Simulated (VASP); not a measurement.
These are RPBE GGA, VASP's PBE PAW potentials (set 64) (plane waves; VASP) values and carry that method's errors.

VASP input:

File POSCAR:
```
LiH
1.0
  0.0000000000   2.0400000000   2.0400000000
  2.0400000000   0.0000000000   2.0400000000
  2.0400000000   2.0400000000   0.0000000000
Li H
1 1
Cart
  0.0000000000   0.0000000000   0.0000000000
  2.0400000000   2.0400000000   2.0400000000
```

### INCAR
```
! general
SYSTEM = LiH
PREC   = Accurate
ENCUT  = 520   ! plane-wave cut-off (eV)
LREAL  = F
LASPH  = T   ! aspherical one-centre terms

! electronic loop
EDIFF  = 1E-6
NELM   = 100   ! most electronic steps
ALGO   = Normal   ! blocked Davidson

! smearing
ISMEAR = 0
SIGMA  = 0.05   ! width (eV)

! functional
GGA    = RP   ! RPBE

! ions
IBRION = 2
NSW    = 60
ISIF   = 3   ! ions, shape and volume
EDIFFG = -0.01   ! ionic stop

! output
LWAVE  = F
LCHARG = F
```

**KPOINTS**
```
Automatic mesh
0
Gamma
10 10 10
0 0 0
```

POTCAR, in this order: Li_sv H (PBE.64 set). Program: vasp_std.

Output

OSZICAR:
```
       N       E                     dE             d eps       ncg     rms          rms(c)
DAV:   1    -0.110062895938E+01   -0.11006E+01   -0.14522E+03   576   0.613E+02
DAV:   2    -0.616987640321E+01   -0.50692E+01   -0.50692E+01   804   0.682E+01
DAV:   3    -0.626894146994E+01   -0.99065E-01   -0.99065E-01   666   0.940E+00
DAV:   4    -0.627028420025E+01   -0.13427E-02   -0.13427E-02   798   0.975E-01
DAV:   5    -0.627028712752E+01   -0.29273E-05   -0.29273E-05   666   0.404E-02    0.294E+00
DAV:   6    -0.607981901408E+01    0.19047E+00   -0.15969E-01   642   0.190E+00    0.148E+00
DAV:   7    -0.601690905693E+01    0.62910E-01   -0.21628E-01   702   0.251E+00    0.234E-01
DAV:   8    -0.601964269762E+01   -0.27336E-02   -0.67135E-03   678   0.712E-01    0.420E-02
DAV:   9    -0.601959918194E+01    0.43516E-04   -0.22634E-04   816   0.964E-02    0.119E-02
DAV:  10    -0.601960173962E+01   -0.25577E-05   -0.97034E-06   672   0.232E-02    0.211E-03
DAV:  11    -0.601959880738E+01    0.29322E-05   -0.35331E-07   378   0.472E-03    0.591E-04
DAV:  12    -0.601959661803E+01    0.21894E-05   -0.49829E-08   282   0.213E-03    0.200E-04
DAV:  13    -0.601959703813E+01   -0.42010E-06   -0.12918E-08   282   0.103E-03
   1 F= -.60195970E+01 E0= -.60195970E+01  d E =-.601960E+01
       N       E                     dE             d eps       ncg     rms          rms(c)
DAV:   1    -0.601994907101E+01   -0.35245E-03   -0.19680E-03   762   0.438E-01    0.891E-02
DAV:   2    -0.601994043836E+01    0.86327E-05   -0.18435E-04   714   0.114E-01    0.570E-02
DAV:   3    -0.601988397393E+01    0.56464E-04   -0.46507E-05  1086   0.482E-02    0.106E-02
DAV:   4    -0.601988618828E+01   -0.22143E-05   -0.13876E-06   426   0.122E-02    0.222E-03
DAV:   5    -0.601989026337E+01   -0.40751E-05   -0.52745E-07   294   0.701E-03    0.176E-04
DAV:   6    -0.601989110290E+01   -0.83953E-06   -0.17849E-07   282   0.473E-03
   2 F= -.60198911E+01 E0= -.60198911E+01  d E =-.294065E-03
       N       E                     dE             d eps       ncg     rms          rms(c)
DAV:   1    -0.602067908714E+01   -0.78882E-03   -0.15303E-02   756   0.123E+00    0.248E-01
DAV:   2    -0.602050151694E+01    0.17757E-03   -0.14626E-03   696   0.322E-01    0.159E-01
DAV:   3    -0.602022394142E+01    0.27758E-03   -0.36736E-04  1098   0.135E-01    0.306E-02
DAV:   4    -0.602022556884E+01   -0.16274E-05   -0.11097E-05   972   0.329E-02    0.555E-03
DAV:   5    -0.602023550532E+01   -0.99365E-05   -0.16122E-06   402   0.125E-02    0.975E-04
DAV:   6    -0.602023900316E+01   -0.34978E-05   -0.34867E-07   282   0.617E-03    0.500E-04
DAV:   7    -0.602023827035E+01    0.73280E-06   -0.83134E-08   282   0.329E-03
   3 F= -.60202383E+01 E0= -.60202383E+01  d E =-.641232E-03
```

### OUTCAR
```
------------------------ aborting loop because EDIFF is reached ----------------------------------------
  FORCE on cell =-STRESS in cart. coord.  units (eV):
  Direction    XX          YY          ZZ          XY          YZ          ZX
  --------------------------------------------------------------------------------------
  Total       -0.0004971     -0.0004971     -0.0004971      0.0000000     -0.0000000      0.0000000
  in kB       -0.0477938     -0.0477938     -0.0477938      0.0000000     -0.0000000      0.0000000
  external PRESSURE =      -0.0477938 kB  Pullay stress =       0.0000000 kB
  volume of cell :       16.66
      direct lattice vectors                 reciprocal lattice vectors
    -0.000000000  2.027311627  2.027311627    -0.246632039  0.246632039  0.246632039
     2.027311627 -0.000000000  2.027311627     0.246632039 -0.246632039  0.246632039
     2.027311627  2.027311627  0.000000000     0.246632039  0.246632039 -0.246632039
  FREE ENERGIE OF THE ION-ELECTRON SYSTEM (eV)
  ---------------------------------------------------
  free  energy   TOTEN  =        -6.0202382704 eV

  energy  without entropy=       -6.0202382704  energy(sigma->0) =       -6.02023827

 reached required accuracy - stopping structural energy minimisation
```
(Selected blocks of OUTCAR.)

CONTCAR:
```
LiH
   1.00000000000000
    -0.0000000000000000    2.0273116269039595    2.0273116269039595
     2.0273116269039595   -0.0000000000000000    2.0273116269039595
     2.0273116269039595    2.0273116269039595    0.0000000000000000
  Li              H
     1     1
Direct
     0.0000000000000000    0.0000000000000000    0.0000000000000000
     0.5000000000000000    0.5000000000000000    0.5000000000000000
```

The compound is LiH in the rock salt structure. This run relaxes it. Symmetry was kept, so distortions that lower it aren't found.
